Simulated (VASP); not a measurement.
# Ca2FeO3 (P-6m2) in VASP: relaxation of cell and atoms with PBE

Aim: the relaxation of cell and atoms of Ca2FeO3 with PBE.

Everything below comes from runs of VASP 6.6.1. Logs are shortened: lines on timing, memory, paths and dates and some standing lists are left out, and cuts for length are marked.

## Step 1: Starting point

The structure is hexagonal, space group P-6m2 (No. 187). The conventional cell has a = 5.256 Å, b = 5.256 Å, c = 4.312 Å, α = 90.00°, β = 90.00°, γ = 120.00°. Ca (site symmetry -6m2) has 6 O at 2.37 Å as nearest neighbours. Ca (site symmetry -6m2) is surrounded by 3 O at 2.04 Å. Fe (site symmetry -6m2) has 6 O at 2.68 Å and 3 Ca at 3.03 Å as nearest neighbours. O (site symmetry mm2) is surrounded by 2 O at 1.72 Å.

The cell was built by a generator and needn't be a form met in nature.

## Step 2: Relaxation of cell and atoms, PBE, collinear spin, ferromagnetic start

INCAR reads:

```
PREC = Normal ; ENCUT = 520
EDIFF = 1E-4 ; ISMEAR = 0
SIGMA = 0.15 ; LREAL = F
LASPH = T ; NELM = 60
ALGO = Fast ; ISIF = 3
LWAVE = F ; LCHARG = F
ISPIN = 2 ; MAGMOM = 0 0 3 0 0 0
LORBIT = 11 ; LMAXMIX = 4
GGA = PE ; IBRION = 2
NSW = 24 ; EDIFFG = -0.08
```

KPOINTS reads:

```
Automatic mesh
0
Gamma
  3 3 3
```

POSCAR reads:

```
Ca2FeO3
1.0
    5.2560653600      0.0000000000      0.0000000000
   -2.6280326800      4.5518861200      0.0000000000
    0.0000000000      0.0000000000      4.3123161000
Ca Fe O
2 1 3
Direct
    0.6666666700      0.3333333300      0.0000000000
    0.3333333300      0.6666666700      0.5000000000
    0.0000000000      0.0000000000      0.5000000000
    0.5576974900      0.4423025100      0.5000000000
    0.5576974900      0.1153949800      0.5000000000
    0.8846050200      0.4423025100      0.5000000000
```

Potentials or basis: VASP PAW PBE potentials, release 64 (Ca_sv, Fe, O).

Started as:

```bash
$ cat potpaw_PBE.64/Ca_sv/POTCAR potpaw_PBE.64/Fe/POTCAR potpaw_PBE.64/O/POTCAR > POTCAR
$ mpirun -np 1 vasp_std > vasp.out
```

OUTCAR:

```text
PREC = Normal
   ENCUT = 520
   EDIFF = 1E-4
   ISMEAR = 0
   LREAL = F
   LASPH = T
   NELM = 60
   ISIF = 3
   ISPIN = 2
   LORBIT = 11
   GGA = PE
   IBRION = 2
   NSW = 24
   EDIFFG = -0.08

 ion  position               nearest neighbor table
   1  0.667  0.333  0.000-   5 2.37   5 2.37   6 2.37   6 2.37   4 2.37   4 2.37
   2  0.333  0.667  0.500-   5 2.04   6 2.04   4 2.04   3 3.03   3 3.03   3 3.03
   3  0.000  0.000  0.500-   2 3.03   2 3.03   2 3.03
   4  0.558  0.442  0.500-   5 1.72   6 1.72   2 2.04   1 2.37   1 2.37
   5  0.558  0.115  0.500-   4 1.72   6 1.72   2 2.04   1 2.37   1 2.37
   6  0.885  0.442  0.500-   5 1.72   4 1.72   2 2.04   1 2.37   1 2.37

  LATTYP: Found a hexagonal cell.
 ALAT       =     5.2560653600
 C/A-ratio  =     0.8204456765

  Lattice vectors:

 A1 = (   5.2560653600,   0.0000000000,   0.0000000000)
 A2 = (  -2.6280326800,   4.5518861200,   0.0000000000)
 A3 = (   0.0000000000,   0.0000000000,   4.3123161000)

Analysis of symmetry for initial positions (statically):
=====================================================================
 Subroutine PRICEL returns:
 Original cell was already a primitive cell.

 Routine SETGRP: Setting up the symmetry group for a
 hexagonal supercell.

 Subroutine GETGRP returns: Found 12 space group operations
 (whereof 12 operations were pure point group operations)
 out of a pool of 24 trial point group operations.

The static configuration has the point symmetry D_3h.

Analysis of symmetry for dynamics (positions and initial velocities):
=====================================================================
 Subroutine PRICEL returns:
 Original cell was already a primitive cell.

 Routine SETGRP: Setting up the symmetry group for a
 hexagonal supercell.

 Subroutine GETGRP returns: Found 12 space group operations
 (whereof 12 operations were pure point group operations)
 out of a pool of 24 trial point group operations.

The dynamic configuration has the point symmetry D_3h.

Analysis of structural, dynamic, and magnetic symmetry:
=====================================================================
 Subroutine PRICEL returns:
 Original cell was already a primitive cell.

 Routine SETGRP: Setting up the symmetry group for a
 hexagonal supercell.

 Subroutine GETGRP returns: Found 12 space group operations
 (whereof 12 operations were pure point group operations)
 out of a pool of 24 trial point group operations.

The overall configuration has the point symmetry D_3h.

 Subroutine INISYM returns: Found 12 space group operations
 (whereof 12 operations are pure point group operations),
 and found     1 'primitive' translations

----------------------------------------------------------------------------------------

                                     Primitive cell

  volume of cell :     103.1722

  direct lattice vectors                    reciprocal lattice vectors
     5.256065360  0.000000000  0.000000000     0.190256386  0.109844576  0.000000000
    -2.628032680  4.551886120  0.000000000     0.000000000  0.219689152  0.000000000
     0.000000000  0.000000000  4.312316100     0.000000000  0.000000000  0.231893947

  length of vectors
     5.256065360  5.256065355  4.312316100     0.219689151  0.219689152  0.231893947

  position of ions in fractional coordinates (direct lattice)
     0.666666670  0.333333330  0.000000000
     0.333333330  0.666666670  0.500000000
     0.000000000  0.000000000  0.500000000
     0.557697490  0.442302510  0.500000000
     0.557697490  0.115394980  0.500000000
     0.884605020  0.442302510  0.500000000

  ion indices of the primitive-cell ions
   primitive index   ion index
                 1           1
                 2           2
                 3           3
                 4           4
                 5           5
                 6           6

[... 30 lines left out ...]
  0.333333  0.333333  0.000000      2.000000
  0.000000  0.000000  0.333333      2.000000
  0.333333  0.000000  0.333333     12.000000
  0.333333  0.333333  0.333333      4.000000
   k-points           NKPTS =      6   k-points in BZ     NKDIM =      6   number of bands    NBANDS=     29
   number of dos      NEDOS =    301   number of ions     NIONS =      6
   total plane-waves  NPLWV =  21600
   dimension x,y,z NGX =    30 NGY =   30 NGZ =   24
   dimension x,y,z NGXF=    60 NGYF=   60 NGZF=   48
   ions per type =               2   1   3
   NGX,Y,Z   is equivalent  to a cutoff of   9.49,  9.49,  9.25 a.u.
   NGXF,Y,Z  is equivalent  to a cutoff of  18.98, 18.98, 18.50 a.u.
 SYSTEM =  unknown system
   PREC   = normal    normal or accurate (medium, high low for compatibility)
   ISTART =      0    job   : 0-new  1-cont  2-samecut
   ICHARG =      2    charge: 1-file 2-atom 10-const
   ISPIN  =      2    spin polarized calculation?
   LNONCOLLINEAR =      F non collinear calculations
   LSORBIT =      F    spin-orbit coupling
   LASPH  =      T    aspherical Exc in radial PAW
   ENCUT  =  520.0 eV  38.22 Ry    6.18 a.u.   9.77  9.77  8.02*2*pi/ulx,y,z
   NELM   =     60;   NELMIN=  2; NELMDL= -5     # of ELM steps
   EDIFF  = 0.1E-03   stopping-criterion for ELM
   LREAL  =      F    real-space projection
   EDIFFG = -.8E-01   stopping-criterion for IOM
   NSW    =     24    number of steps for IOM
   IBRION =      2    ionic relax: 0-MD 1-quasi-New 2-CG
   NFREE  =      1    steps in history (QN), initial steepest desc. (CG)
   ISIF   =      3    stress and relaxation
   ISYM   =      2    0-nonsym 1-usesym 2-fastsym
   POTIM  = 0.5000    time-step for ionic-motion
   TEBEG  =    0.0;   TEEND  =   0.0 temperature during run
   PSTRESS=    0.0 pullay stress
   NELECT =      46.0000    total number of electrons
   NUPDOWN=      -1.0000    fix difference up-down
   EMIN   =  10.00;   EMAX   =-10.00  energy-range for DOS
   EFERMI =   0.00;   METHOD = LEGACY
   ISMEAR =     0;   SIGMA  =   0.15  broadening in eV -4-tet -1-fermi 0-gaus
   EFERMI_NEDOS =   21; number of points for ismear=-14 and -15
   IALGO  =     68    algorithm
   IMIX   =      4    mixing-type and parameters
     AMIX     =   0.40;   BMIX     =  1.00
     AMIX_MAG =   1.60;   BMIX_MAG =  1.00
  volume/ion in A,a.u.               =      17.20       116.04
  Fermi-wavevector in a.u.,A,eV,Ry     =   1.250662  2.363408 21.281618  1.564155
  Thomas-Fermi vector in A             =   2.384646
   LORBIT       =     11    0 simple, 1 ext, 2 COOP (PROOUT), +10 PAW based schemes
   GGA     = PE    functional components
   LHFCALC =     F    Hartree Fock is set to
   AEXX    =    0.0000 exact exchange contribution
   IVDW    =     0    specifies the selected vdW correction
   LEPSILON=     F    determine dielectric tensor
   LRPA    =     F    only Hartree local field effects (RPA)
 conjugate gradient relaxation of ions
 spin polarized calculation
 RMM-DIIS sequential band-by-band and
 Gauss-broadening in eV      SIGMA  =   0.15
  energy-cutoff  :      520.00
  volume of cell :      103.17
 maximum number of plane-waves:      2801
   NGX = 19   NGY = 19   NGZ = 17

--------------------------------------- Ionic step        1  -------------------------------------------

 number of electron      46.0000066 magnetization       2.2480820

 Free energy of the ion-electron system (eV)
  ---------------------------------------------------
  ext. energy  EPLUGINS =         0.00000000
  ---------------------------------------------------
  free energy    TOTEN  =       -27.26647283 eV

  energy without entropy =      -27.17309381  energy(sigma->0) =      -27.21978332

------------------------ aborting loop because EDIFF is reached ----------------------------------------

  FORCE on cell =-STRESS in cart. coord.  units (eV):
  Direction    XX          YY          ZZ          XY          YZ          ZX
  --------------------------------------------------------------------------------------
  -------------------------------------------------------------------------------------
  Total       17.9910278     17.9910278     -2.6411718      0.0000000     -0.0000000      0.0000000
  in kB      279.3854751    279.3854744    -41.0151683      0.0000000     -0.0000000      0.0000000
  external PRESSURE =     172.5852604 kB  Pullay stress =       0.0000000 kB
[... 101 lines left out ...]
  FREE ENERGIE OF THE ION-ELECTRON SYSTEM (eV)
  ---------------------------------------------------
  free  energy   TOTEN  =       -31.1516118590 eV

  energy  without entropy=      -31.0157065273  energy(sigma->0) =      -31.08365919

[... ionic steps 4 to 7 ...]

--------------------------------------- Ionic step        8  -------------------------------------------

 number of electron      45.9999991 magnetization       3.7456175

------------------------ aborting loop because EDIFF is reached ----------------------------------------
[... 75 lines left out ...]
--------------------------------------- Ionic step       10  -------------------------------------------

 number of electron      46.0000001 magnetization       3.7571134

 Free energy of the ion-electron system (eV)
  ---------------------------------------------------
  ext. energy  EPLUGINS =         0.00000000
  ---------------------------------------------------
  free energy    TOTEN  =       -32.47854771 eV

  energy without entropy =      -32.33183498  energy(sigma->0) =      -32.40519134

 E-fermi :   0.6476     XC(G=0):  -8.8089

 val. band max:        0.6116127343   @ k =   0.3333   0.0000   0.0000
 cond. band min:       0.6547691916   @ k =   0.3333   0.0000   0.3333
 fundamental gap:      0.0431564573
 Fermi energy:         0.6476446675

 spin component 1

 k-point     1 :       0.0000    0.0000    0.0000
  band No.  band energies     occupation
      1     -36.9314      1.00000
      2     -36.3990      1.00000
      3     -18.7018      1.00000
      4     -18.7017      1.00000
      5     -18.1850      1.00000
      6     -17.6785      1.00000
[... 181 lines left out ...]
     28       5.1212      0.00000
     29       5.3498      0.00000
 Fermi energy:         0.6476446675

 spin component 2

 k-point     1 :       0.0000    0.0000    0.0000
  band No.  band energies     occupation
      1     -36.9436      1.00000
      2     -36.4004      1.00000
      3     -18.7022      1.00000
      4     -18.7022      1.00000
      5     -18.1929      1.00000
      6     -17.6827      1.00000
[... 214 lines left out ...]
  FREE ENERGIE OF THE ION-ELECTRON SYSTEM (eV)
  ---------------------------------------------------
  free  energy   TOTEN  =       -32.4785477059 eV

  energy  without entropy=      -32.3318349822  energy(sigma->0) =      -32.40519134

 reached required accuracy - stopping structural energy minimisation

 total charge

# of ion       s       p       d       tot
------------------------------------------
    1        2.036   5.884   0.310   8.230
    2        2.059   5.895   0.481   8.436
    3        0.282   0.069   5.997   6.348
    4        1.596   3.351   0.000   4.947
    5        1.596   3.351   0.000   4.947
    6        1.596   3.351   0.000   4.947
--------------------------------------------------
tot          9.165  21.902   6.789  37.856

 magnetization (x)

# of ion       s       p       d       tot
------------------------------------------
    1        0.000   0.000  -0.002  -0.002
    2       -0.001  -0.005  -0.008  -0.014
    3        0.060   0.007   3.403   3.470
    4        0.001   0.040   0.000   0.041
    5        0.001   0.040   0.000   0.041
    6        0.001   0.040   0.000   0.041
--------------------------------------------------
tot          0.063   0.122   3.393   3.578
```

Wall time 5.2 min (1 thread of Intel Xeon Platinum 8488C (Sapphire Rapids), shared host); peak memory 0.2 GiB.

Results:

* Free energy: -32.4785 eV
* Relaxed volume: 19.04 Å³/atom
* Relaxed cell: a = 6.155 Å, b = 6.155 Å, c = 3.483 Å, α = 90.00°, β = 90.00°, γ = 120.00°
* Space group after relaxing (to 0.05 Å): P-6m2 (No. 187)
* Energy gained by relaxing: 868.7 meV/atom
* Ionic steps: 10
* Pressure after relaxing: 0.3 GPa
* Largest force after relaxing: 0.013 eV/Å
* Band gap on the k mesh: none (metal or under the smearing width)
* Net moment: 3.76 μB per cell
* Site moments: Ca -0.00, -0.01; Fe +3.47; O +0.04 μB
* Valence electrons inside the program's atomic spheres: Ca 8.23, 8.44; Fe 6.35; O 4.95

Forces on the atoms (eV/Å):
```
Ca   0.000  0.000  0.000
Ca   0.000  0.000  0.000
Fe   0.000  0.000  0.000
O    0.011 -0.007  0.000
O    0.000  0.013  0.000
O   -0.011 -0.007  0.000
```

Stress tensor (GPa, compression positive):
```
 0.65  0.00  0.00
 0.00  0.65  0.00
 0.00  0.00 -0.53
```

Step by step:
```csv
step,energy change (eV),largest force (eV/Å),pressure (GPa),volume (Å³)
1,0.0000,6.4997,17.26,103.17
2,-3.8329,1.9019,-2.55,132.31
3,-3.8851,1.2205,-1.02,127.46
4,-3.8855,1.4520,-1.70,128.97
5,-4.8313,0.3776,-5.76,128.78
6,-4.8725,0.6315,-5.94,128.56
7,-5.1982,0.4531,0.21,114.26
8,-5.1985,0.4513,0.14,114.02
9,-5.2117,0.0681,0.29,114.29
10,-5.2121,0.0132,0.25,114.26
```

Final structure:
```cif
data_structure
_symmetry_space_group_name_H-M 'P 1'
_symmetry_Int_Tables_number 1
_cell_length_a 6.1546
_cell_length_b 6.1546
_cell_length_c 3.4830
_cell_angle_alpha 90.000
_cell_angle_beta 90.000
_cell_angle_gamma 120.000
_cell_volume 114.26
loop_
_atom_site_label
_atom_site_type_symbol
_atom_site_fract_x
_atom_site_fract_y
_atom_site_fract_z
_atom_site_occupancy
Ca1 Ca 0.66667 0.33333 0.00000 1
Ca2 Ca 0.33333 0.66667 0.50000 1
Fe1 Fe 0.00000 0.00000 0.50000 1
O1 O 0.52529 0.47471 0.50000 1
O2 O 0.52529 0.05058 0.50000 1
O3 O 0.94942 0.47471 0.50000 1
```

Caveat: the k mesh is coarse (spacing up to 0.49 Å⁻¹), so the values aren't converged; a cell with one magnetic atom can't hold antiferromagnetic order, which such compounds often take; semilocal functionals often make such compounds metallic where correlation or magnetic order opens a gap, which also shifts bond lengths; the relaxation stopped at a loose force limit of 0.08 eV/Å, so its end isn't a converged minimum.
